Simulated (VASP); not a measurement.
VASP ran on this input.

POSCAR:
```
ZnO
1
    3.2792143746     0.0000000000     0.0000000000
   -1.6396071873     2.8398833987    -0.0000000000
    0.0000000000    -0.0000000000     5.3004517049
Zn O
2 2
Direct
  0.3333330000   0.6666670000   0.9981764071
  0.6666670000   0.3333330000   0.4981764071
  0.3333330000   0.6666670000   0.3768235929
  0.6666670000   0.3333330000   0.8768235929
```

**INCAR**
```
NELM  =  100   ! most electronic steps
IBRION  =  2   ! conjugate gradients
PREC  =  Accurate
SIGMA  =  0.05   ! width (eV)
LMAXMIX  =  4
EDIFFG  =  -0.01   ! ionic stop
ISMEAR  =  0   ! Gaussian
EDIFF  =  1E-6
LCHARG  =  F
ENCUT  =  520
GGA  =  PE
ALGO  =  Normal
NSW  =  60
SYSTEM  =  ZnO
ISIF  =  3   ! ions, shape and volume
LREAL  =  F   ! projection in real space or not
LASPH  =  T
LWAVE  =  F
```

File KPOINTS:
```
Automatic mesh
0
Gamma
8 8 5
0 0 0
```

POTCAR, in this order: Zn O (PBE.64 set). Program: vasp_std.

Question: Translate this PBE calculation to Quantum ESPRESSO's pw.x.

Answer: One equivalent input (not run):
```
&CONTROL
  calculation = 'vc-relax'
  pseudo_dir = './pseudo'
  outdir = './out'
  tprnfor = .true.
  tstress = .true.
  nstep = 60
  forc_conv_thr = 0.00039
/
&SYSTEM
  ibrav = 0
  nat = 4
  ntyp = 2
  ecutwfc = 84
  occupations = 'smearing'
  smearing = 'gaussian'
  degauss = 0.003675
  input_dft = 'pbe'
/
&ELECTRONS
  conv_thr = 7.3e-08
  electron_maxstep = 100
/
&IONS
/
&CELL
/
ATOMIC_SPECIES
  Zn 65.380 Zn.upf
  O 15.999 O.upf
CELL_PARAMETERS angstrom
     3.2792144    0.0000000    0.0000000
    -1.6396072    2.8398834   -0.0000000
     0.0000000   -0.0000000    5.3004517
ATOMIC_POSITIONS crystal
  Zn   0.3333330  0.6666670  0.9981764
  Zn   0.6666670  0.3333330  0.4981764
  O    0.3333330  0.6666670  0.3768236
  O    0.6666670  0.3333330  0.8768236
K_POINTS automatic
  8 8 5 0 0 0
```
What does not carry over: the potentials are each code's own (VASP's PAW set, PseudoDojo norm-conserving files in pw.x), so ENCUT and ecutwfc are chosen apart and not converted; conv_thr bounds pw.x's estimated SCF error, while EDIFF bounds the energy change between steps; forc_conv_thr acts on force components and is met together with etot_conv_thr.

The structure was generated: ZnO was put into the wurtzite type (P6_3mc), which need not be its known phase. This run relaxes it. Symmetry was kept, so distortions that lower it aren't found. The start is the result of an earlier pass.
